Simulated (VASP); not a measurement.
Given:

```
CELL_PARAMETERS angstrom
     -1.58981     1.58981     1.58981
      1.58981    -1.58981     1.58981
      1.58981     1.58981    -1.58981
ATOMIC_POSITIONS crystal
  Mo 0.00000 0.00000 0.00000
```

Level of theory: RPBE GGA, VASP's PBE PAW potentials (set 64) (plane waves; VASP). Settings: 520 eV cut-off, Gaussian smearing of 0.050 eV, potentials Mo_sv.

Task: Give the energies of bands 5 to 10 at the high-symmetry points, in eV from the Fermi level.

Result: 
| band | Γ | H | N | P |
|---|---|---|---|---|
| 5 | -7.14 | -5.24 | -5.17 | -2.58 |
| 6 | -1.33 | -5.24 | -3.29 | -2.58 |
| 7 | -1.33 | 3.79 | 1.51 | -2.58 |
| 8 | -1.33 | 3.79 | 1.61 | 2.33 |
| 9 | 1.60 | 3.79 | 2.21 | 2.33 |
| 10 | 1.60 | 8.85 | 4.51 | 9.35 |

It has no gap at this level: it comes out as a metal or semimetal.

The compound is Mo in the bcc structure. It was relaxed first.
